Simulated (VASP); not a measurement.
Given:

```yaml
crystal:
  lattice:
    - [5.84615, 0.00000, 0.00000]
    - [0.00000, 5.84615, 0.00000]
    - [0.00000, 0.00000, 5.84615]
  atoms:
    - { symbol: Cd, position: [0.00000, 0.00000, 0.00000] }
    - { symbol: Te, position: [0.26867, 0.26867, 0.26867] }
    - { symbol: Te, position: [0.73133, 0.73133, 0.26867] }
    - { symbol: Te, position: [0.73133, 0.26867, 0.73133] }
    - { symbol: Te, position: [0.26867, 0.73133, 0.73133] }
    - { symbol: Be, position: [0.50000, 0.50000, 0.00000] }
    - { symbol: Be, position: [0.50000, 0.00000, 0.50000] }
    - { symbol: Be, position: [0.00000, 0.50000, 0.50000] }
```

These are PBEsol GGA, VASP's PBE PAW potentials (set 64) (plane waves; VASP) values and carry that method's errors. Settings: 400 eV cut-off, Gaussian smearing of 0.050 eV, potentials Cd Te Be.

Unless said otherwise, spin-orbit coupling is left out, though it shifts the bands of the heavy elements here.

Q: Give the energies of bands 12 to 25 at the high-symmetry points, in eV from the valence-band maximum.

A: 
```csv
band,Γ,X,M,R
12,-4.90,-3.66,-4.24,-5.25
13,-2.57,-3.18,-4.03,-5.25
14,-2.57,-3.13,-3.24,-1.61
15,-2.57,-3.13,-2.85,-1.61
16,-2.48,-3.04,-2.82,-1.23
17,-2.48,-2.67,-2.82,-1.23
18,-2.48,-1.83,-1.80,-1.23
19,0.00,-1.83,-1.09,-0.55
20,0.00,-1.07,-0.78,-0.55
21,0.00,-1.07,-0.78,-0.55
22,1.81,2.38,3.23,2.23
23,2.02,2.85,3.23,2.56
24,2.02,3.65,3.48,2.56
25,2.02,3.88,3.91,2.56
```

The gap is direct, 1.81 eV, from the valence maximum at Γ to the conduction minimum at Γ.

The structure was generated: Be3CdTe4 was put into an ordered model structure (P-43m), which need not be its known phase. It was relaxed first.
